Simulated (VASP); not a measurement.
Computed with PBE GGA, VASP's PBE PAW potentials (set 64) (plane waves; VASP 6.6.1).

The input files of a VASP run:

INCAR:
```
ALGO = Normal
EDIFF = 1E-6
ENCUT = 400
GGA = PE
ISMEAR = 0
LASPH = .TRUE.
LCHARG = .FALSE.
LMAXMIX = 4
LREAL = .FALSE.
LWAVE = .TRUE.
NELM = 100
PREC = Accurate
SIGMA = 0.05
SYSTEM = Sn2Si6
```

**KPOINTS**
```
Automatic mesh
0
Gamma
  4 4 4
0 0 0
```

File POSCAR:
```
Sn2Si6
1
    5.7537016830    -0.0134361743    -0.0134361743
   -0.0134361743     5.7537016830    -0.0134361743
   -0.0134361743    -0.0134361743     5.7537016830
Sn Si
2 6
Direct
  0.9879946224   0.9879946224   0.9879946224
  0.2620053776   0.2620053776   0.2620053776
  0.5111551450   0.5111551450   0.9873579172
  0.7388448550   0.7388448550   0.2626420828
  0.5111551450   0.9873579172   0.5111551450
  0.7388448550   0.2626420828   0.7388448550
  0.9873579172   0.5111551450   0.5111551450
  0.2626420828   0.7388448550   0.7388448550
```

POTCAR, in this order: Sn_d Si (PBE.64 set). Program: vasp_std.

The run wrote:

**OSZICAR**
```
       N       E                     dE             d eps       ncg     rms          rms(c)
DAV:   1     0.352586077896E+03    0.35259E+03   -0.20026E+04   806   0.152E+03
DAV:   2     0.807460384891E+01   -0.34451E+03   -0.33753E+03   806   0.380E+02
DAV:   3    -0.378763390590E+02   -0.45951E+02   -0.45145E+02   988   0.138E+02
DAV:   4    -0.396391354692E+02   -0.17628E+01   -0.17524E+01   989   0.290E+01
DAV:   5    -0.396989739968E+02   -0.59839E-01   -0.59809E-01  1218   0.552E+00    0.839E+00
DAV:   6    -0.392864721645E+02    0.41250E+00   -0.39689E-01  1053   0.396E+00    0.507E+00
DAV:   7    -0.391251777709E+02    0.16129E+00   -0.51125E-01  1001   0.346E+00    0.479E-01
DAV:   8    -0.391273534656E+02   -0.21757E-02   -0.49442E-02  1031   0.169E+00    0.222E-01
DAV:   9    -0.391291593347E+02   -0.18059E-02   -0.53268E-03   967   0.343E-01    0.121E-01
DAV:  10    -0.391293735287E+02   -0.21419E-03   -0.34828E-04  1103   0.129E-01    0.737E-02
DAV:  11    -0.391295514488E+02   -0.17792E-03   -0.29916E-04   946   0.932E-02    0.153E-02
DAV:  12    -0.391295501574E+02    0.12914E-05   -0.13076E-05   908   0.238E-02    0.473E-03
DAV:  13    -0.391295526407E+02   -0.24833E-05   -0.63398E-06   849   0.121E-02    0.426E-03
DAV:  14    -0.391295523582E+02    0.28253E-06   -0.39651E-07   676   0.546E-03
   1 F= -.39129552E+02 E0= -.39129306E+02  d E =-.492162E-03
```

### OUTCAR
```
------------------------ aborting loop because EDIFF is reached ----------------------------------------
  FORCE on cell =-STRESS in cart. coord.  units (eV):
  Direction    XX          YY          ZZ          XY          YZ          ZX
  --------------------------------------------------------------------------------------
  Total        0.0029689      0.0029689      0.0029689     -0.0016605     -0.0016605     -0.0016605
  in kB        0.0249733      0.0249733      0.0249733     -0.0139676     -0.0139676     -0.0139676
  external PRESSURE =       0.0249733 kB  Pullay stress =       0.0000000 kB
  volume of cell :      190.47
      direct lattice vectors                 reciprocal lattice vectors
     5.753701683 -0.013436174 -0.013436174     0.173803055  0.000406819  0.000406819
    -0.013436174  5.753701683 -0.013436174     0.000406819  0.173803055  0.000406819
    -0.013436174 -0.013436174  5.753701683     0.000406819  0.000406819  0.173803055
 POSITION                                       TOTAL-FORCE (eV/Angst)
 -----------------------------------------------------------------------------------
      5.65808      5.65808      5.65808         0.000077      0.000077      0.000077
      1.50046      1.50046      1.50046        -0.000077     -0.000077     -0.000077
      2.92090      2.92090      5.66723        -0.006503     -0.006503      0.003877
      4.23764      4.23764      1.49131         0.006503      0.006503     -0.003877
      2.92090      5.66723      2.92090        -0.006503      0.003877     -0.006503
      4.23764      1.49131      4.23764         0.006503     -0.003877      0.006503
      5.66723      2.92090      2.92090         0.003877     -0.006503     -0.006503
      1.49131      4.23764      4.23764        -0.003877      0.006503      0.006503
 -----------------------------------------------------------------------------------
    total drift:                               -0.000000     -0.000000     -0.000000
  FREE ENERGIE OF THE ION-ELECTRON SYSTEM (eV)
  ---------------------------------------------------
  free  energy   TOTEN  =       -39.1295523582 eV

  energy  without entropy=      -39.1290601959  energy(sigma->0) =      -39.12930628
```
(Selected blocks of OUTCAR.)

OUTCAR:
```
 val. band max:        5.7825274918   @ k =   0.0000   0.0000   0.0000

 cond. band min:       5.8590228719   @ k =   0.0000   0.0000   0.0000


 Fermi energy:         5.8207959553

 k-point     1 :       0.0000    0.0000    0.0000
  band No.  band energies     occupation
      1     -15.5860      2.00000
      2     -15.4149      2.00000
      3     -15.4149      2.00000
      4     -15.3444      2.00000
      5     -15.3444      2.00000
      6     -15.3152      2.00000
      7     -15.3152      2.00000
      8     -15.2381      2.00000
      9     -15.2381      2.00000
     10     -15.1451      2.00000
     11      -5.7935      2.00000
     12      -2.1746      2.00000
     13      -2.1746      2.00000
     14      -2.1567      2.00000
     15      -2.1567      2.00000
     16      -1.7374      2.00000
     17      -1.7016      2.00000
     18       2.7055      2.00000
     19       2.8224      2.00000
     20       2.8224      2.00000
     21       2.9701      2.00000
     22       3.0374      2.00000
     23       3.0374      2.00000
     24       5.6917      1.99974
     25       5.6917      1.99974
     26       5.7825      1.72092
     27       5.8590      0.27960
     28       6.1045      0.00000
     29       6.5715      0.00000
     30       6.5715      0.00000
     31       6.7046      0.00000

 k-point     2 :       0.2500    0.0000    0.0000
  band No.  band energies     occupation
      1     -15.5858      2.00000
      2     -15.4152      2.00000
      3     -15.4147      2.00000
      4     -15.3450      2.00000
      5     -15.3438      2.00000
      6     -15.3159      2.00000
      7     -15.3147      2.00000
      8     -15.2380      2.00000
      9     -15.2379      2.00000
     10     -15.1455      2.00000
     11      -5.5506      2.00000
     12      -3.6218      2.00000
     13      -2.1291      2.00000
     14      -2.1106      2.00000
     15      -1.8136      2.00000
     16      -1.7828      2.00000
     17      -0.1142      2.00000
...
```

Unless said otherwise, spin-orbit coupling is left out, though it shifts the bands of the heavy elements here.

The structure was generated: Sn2Si6 was put into an ordered model structure (R-3m), which need not be its known phase. It was relaxed first.
